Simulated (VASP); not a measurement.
Given:

```
CELL_PARAMETERS angstrom
      0.00000     2.56699     2.56699
      2.56699     0.00000     2.56699
      2.56699     2.56699     0.00000
ATOMIC_POSITIONS crystal
  Sr 0.00000 0.00000 0.00000
  O  0.50000 0.50000 0.50000
```

Method: PBEsol GGA, VASP's PBE PAW potentials (set 64) (plane waves; VASP 6.6.1). Run with 520 eV cut-off, Gaussian smearing of 0.050 eV, potentials Sr_sv O.

Problem. Give the energies of bands 6 to 11 at the high-symmetry points, in eV from the valence-band maximum.

Solution. 
| band | Γ | X | U | L | W |
|---|---|---|---|---|---|
| 6 | 0.00 | -0.43 | -0.98 | -2.23 | -1.15 |
| 7 | 0.00 | -0.08 | -0.58 | -1.16 | -0.44 |
| 8 | 0.00 | -0.08 | -0.48 | -1.16 | -0.44 |
| 9 | 3.86 | 3.15 | 4.70 | 6.51 | 5.95 |
| 10 | 6.17 | 7.80 | 7.86 | 8.32 | 5.95 |
| 11 | 6.17 | 10.23 | 8.76 | 8.87 | 8.64 |

The gap is indirect, 3.15 eV, from the valence maximum at Γ to the conduction minimum at X.

The structure comes from a measured SrO entry (Fm-3m) of the Crystallography Open Database, whose conditions weren't checked. It was relaxed first.
